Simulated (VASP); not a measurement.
Here is the system:

```xyz
2
Lattice="0.0000 2.0449 2.0449 2.0449 0.0000 2.0449 2.0449 2.0449 0.0000" Properties=species:S:1:pos:R:3 pbc="T T T"
V      0.0000     0.0000     0.0000
N      2.0449     2.0449     2.0449
```

Level of theory: PBE GGA with D3 dispersion (zero damping), VASP's PBE PAW potentials (set 64) (plane waves; VASP 6.6.1). Settings: 520 eV cut-off, 17×17×17 Γ-centred mesh, tetrahedra with Blöchl corrections, potentials V_sv N.

Question: Tabulate the total density of states (states/eV per cell) against energy (eV; zero at the valence-band maximum or, without a gap, the Fermi level).

Answer: 
(E (eV), DOS (states/eV)): (-9.98, 0.00); (-9.64, 0.00); (-9.30, 0.00); (-8.96, 0.06); (-8.62, 0.24); (-8.28, 0.41); (-7.94, 0.70); (-7.60, 1.09); (-7.26, 1.35); (-6.92, 0.94); (-6.58, 0.43); (-6.24, 2.64); (-5.90, 2.77); (-5.56, 2.16); (-5.22, 1.49); (-4.88, 1.12); (-4.54, 0.89); (-4.20, 0.70); (-3.86, 0.40); (-3.52, 0.17); (-3.07, 0.15); (-2.73, 0.19); (-2.39, 0.24); (-2.05, 0.34); (-1.71, 0.49); (-1.37, 0.68); (-1.03, 0.80); (-0.69, 0.95); (-0.35, 1.23); (-0.01, 1.71); (0.33, 1.81); (0.67, 3.36); (1.01, 2.04); (1.35, 9.02); (1.69, 0.66); (2.03, 0.83); (2.37, 1.10); (2.71, 1.02); (3.05, 1.44); (3.39, 1.35)
Within 2 eV below the Fermi level the largest weight inside VASP's projection spheres is V d.

The compound is VN in the rock salt structure, which distorts at low temperature. It was relaxed first. The run is not spin-polarised, so no magnetic state was tried. VASP warned that the highest band is occupied, so more bands are needed.
